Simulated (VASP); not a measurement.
Level of theory: PBEsol GGA, VASP's PBE PAW potentials (set 64) (plane waves; VASP).

VASP input:

**POSCAR**
```
Ni3(PbSe)2
1
    2.8083500000     1.6214020000     4.7620000000
   -2.8083500000     1.6214020000     4.7620000000
    0.0000000000    -3.2428030000     4.7620000000
Ni Se Pb
3 2 2
Direct
  0.0000000000   0.0000000000   0.5000000000
  0.5000000000   0.0000000000   0.0000000000
  0.0000000000   0.5000000000   0.0000000000
  0.2809000000   0.2809000000   0.2809000000
  0.7191000000   0.7191000000   0.7191000000
  0.5000000000   0.5000000000   0.5000000000
  0.0000000000   0.0000000000   0.0000000000
```

**INCAR**
```
# general
SYSTEM  = Ni3(PbSe)2
PREC    = Accurate
ENCUT   = 300
LREAL   = .FALSE.
LASPH   = .TRUE.

# electronic loop
EDIFF   = 1E-6
NELM    = 100
ALGO    = Normal
LMAXMIX = 4

# smearing
ISMEAR  = 0
SIGMA   = 0.1

# functional
GGA     = PS

# spin
ISPIN   = 2
MAGMOM  = 3*2.0 4*0.0

# ions
ISIF    = 2

# output
LWAVE   = .FALSE.
LCHARG  = .FALSE.
LORBIT  = 11
```

KPOINTS:
```
Automatic mesh
0
gamma
 3 3 3
```

POTCAR, in this order: Ni Se Pb_d (PBE.64 set). Program: vasp_std.

What VASP printed:

### OSZICAR
```
       N       E                     dE             d eps       ncg     rms          rms(c)
DAV:   1     0.570768033805E+03    0.57077E+03   -0.22524E+04  1080   0.126E+03
DAV:   2     0.194030514309E+02   -0.55136E+03   -0.53402E+03  1095   0.370E+02
DAV:   3    -0.350082612694E+02   -0.54411E+02   -0.52689E+02  1254   0.144E+02
DAV:   4    -0.373516878773E+02   -0.23434E+01   -0.23278E+01  1227   0.315E+01
DAV:   5    -0.374384096230E+02   -0.86722E-01   -0.86703E-01  1501   0.612E+00    0.210E+01
DAV:   6    -0.450349903287E+02   -0.75966E+01   -0.54558E+01  1191   0.816E+01    0.281E+01
DAV:   7    -0.360443687112E+02    0.89906E+01   -0.20102E+01  1273   0.623E+01    0.554E+00
DAV:   8    -0.360862577519E+02   -0.41889E-01   -0.42345E+00  1475   0.159E+01    0.415E+00
DAV:   9    -0.359833007263E+02    0.10296E+00   -0.76973E-01  1245   0.854E+00    0.898E-01
DAV:  10    -0.359843752271E+02   -0.10745E-02   -0.40391E-02  1280   0.165E+00    0.419E-01
DAV:  11    -0.359837425234E+02    0.63270E-03   -0.46857E-03  1440   0.561E-01    0.242E-01
DAV:  12    -0.359836400209E+02    0.10250E-03   -0.69344E-04  1560   0.252E-01    0.769E-02
DAV:  13    -0.359836624279E+02   -0.22407E-04   -0.12064E-04  1390   0.106E-01    0.319E-02
DAV:  14    -0.359836679597E+02   -0.55318E-05   -0.20467E-05  1198   0.503E-02    0.152E-02
DAV:  15    -0.359836668276E+02    0.11321E-05   -0.43893E-06  1053   0.232E-02    0.733E-03
DAV:  16    -0.359836664982E+02    0.32947E-06   -0.11022E-06   665   0.804E-03
   1 F= -.35983666E+02 E0= -.35970046E+02  d E =-.272416E-01  mag=     0.0007
```

**OUTCAR**
```
------------------------ aborting loop because EDIFF is reached ----------------------------------------
  FORCE on cell =-STRESS in cart. coord.  units (eV):
  Direction    XX          YY          ZZ          XY          YZ          ZX
  --------------------------------------------------------------------------------------
  Total       -2.1186269     -2.1186270     -1.7126593      0.0000000     -0.0000001     -0.0000000
  in kB      -26.0905107    -26.0905119    -21.0910921      0.0000000     -0.0000015     -0.0000000
  external PRESSURE =     -24.4240382 kB  Pullay stress =       0.0000000 kB
  volume of cell :      130.10
      direct lattice vectors                 reciprocal lattice vectors
     2.808350000  1.621402000  4.762000000     0.178040486  0.102791720  0.069998593
    -2.808350000  1.621402000  4.762000000    -0.178040486  0.102791720  0.069998593
     0.000000000 -3.242803000  4.762000000     0.000000000 -0.205583441  0.069998614
 POSITION                                       TOTAL-FORCE (eV/Angst)
 -----------------------------------------------------------------------------------
      0.00000     -1.62140      2.38100        -0.000000      0.000000     -0.000000
      1.40417      0.81070      2.38100         0.000000      0.000000     -0.000000
     -1.40417      0.81070      2.38100         0.000000      0.000000     -0.000000
      0.00000      0.00000      4.01294        -0.000000     -0.000000     -0.283972
      0.00000      0.00000     10.27306        -0.000000      0.000000      0.283972
      0.00000      0.00000      7.14300        -0.000000      0.000000     -0.000000
      0.00000      0.00000      0.00000        -0.000000      0.000000     -0.000000
 -----------------------------------------------------------------------------------
    total drift:                               -0.000000      0.000000      0.000000
  FREE ENERGIE OF THE ION-ELECTRON SYSTEM (eV)
  ---------------------------------------------------
  free  energy   TOTEN  =       -35.9836664982 eV

  energy  without entropy=      -35.9564249160  energy(sigma->0) =      -35.97004571

 total charge

# of ion       s       p       d       tot
------------------------------------------
    1        0.413   0.423   8.463   9.298
    2        0.413   0.423   8.463   9.298
    3        0.413   0.423   8.463   9.298
    4        1.458   2.327   0.076   3.861
    5        1.458   2.327   0.076   3.861
    6        1.358   0.772   9.828  11.957
    7        1.375   0.709   9.828  11.911
--------------------------------------------------
tot          6.887   7.402  45.196  59.485

 magnetization (x)

# of ion       s       p       d       tot
------------------------------------------
    1        0.000  -0.000   0.000   0.000
    2        0.000  -0.000   0.000   0.000
    3        0.000  -0.000   0.000   0.000
    4        0.000   0.000  -0.000   0.000
    5        0.000   0.000  -0.000   0.000
    6        0.000  -0.000   0.000   0.000
    7        0.000  -0.000  -0.000   0.000
--------------------------------------------------
tot          0.000   0.000   0.000   0.001
```
(Selected blocks of OUTCAR.)

OUTCAR:
```
 val. band max:        7.3509959919   @ k =   0.3333   0.3333   0.0000

 cond. band min:       7.5102255677   @ k =   0.3333  -0.0000   0.0000


 Fermi energy:         7.3818484520

 spin component 1

 k-point     1 :       0.0000    0.0000    0.0000
  band No.  band energies     occupation
      1      -9.4644      1.00000
      2      -9.4590      1.00000
      3      -9.4590      1.00000
      4      -9.4205      1.00000
      5      -9.4205      1.00000
      6      -9.3522      1.00000
      7      -9.3317      1.00000
      8      -9.3317      1.00000
      9      -9.2802      1.00000
     10      -9.2802      1.00000
     11      -7.2012      1.00000
     12      -5.7206      1.00000
     13      -1.4997      1.00000
     14      -0.3989      1.00000
     15       1.9185      1.00000
     16       2.3113      1.00000
     17       2.3113      1.00000
     18       3.3048      1.00000
     19       4.0198      1.00000
     20       4.0198      1.00000
     21       5.0204      1.00000
     22       5.2067      1.00000
     23       5.2067      1.00000
     24       5.2149      1.00000
     25       5.2149      1.00000
     26       5.3434      1.00000
     27       5.7344      1.00000
     28       5.7344      1.00000
     29       6.0553      1.00000
     30       6.0553      1.00000
     31       6.2659      1.00000
     32       6.4480      1.00000
     33       6.4480      1.00000
     34       6.7257      1.00000
     35       6.9815      1.00000
     36       7.2059      0.99358
     37       7.2449      0.97359
     38       7.2449      0.97359
     39      10.7081      0.00000
     40      10.7081      0.00000
     41      10.9936      0.00000
     42      10.9936      0.00000
     43      11.2239      0.00000
     44      13.6802      0.00000
     45      16.8593      0.00000

 k-point     2 :       0.3333   -0.0000    0.0000
  band No.  band energies     occupation
      1      -9.4593      1.00000
...
```

At this cut-off the stress carries a Pulay error, which pulls relaxed volumes low. The moments were started parallel, and other spin orders were not tried in this run. Unless said otherwise, spin-orbit coupling is left out, though it shifts the bands of the heavy elements here.

The structure comes from a measured Ni3Pb2Se2 entry of the Crystallography Open Database, whose conditions weren't checked. The cell was not relaxed at this level. The k-mesh is coarse (spacing up to 0.45 per Å, 2π included), so the numbers may not be converged in it. The run is one of a series of settings (GGA = PS, POTCAR Ni Se Pb_d (PBE.64 set) against the base run), some of them coarse on purpose.
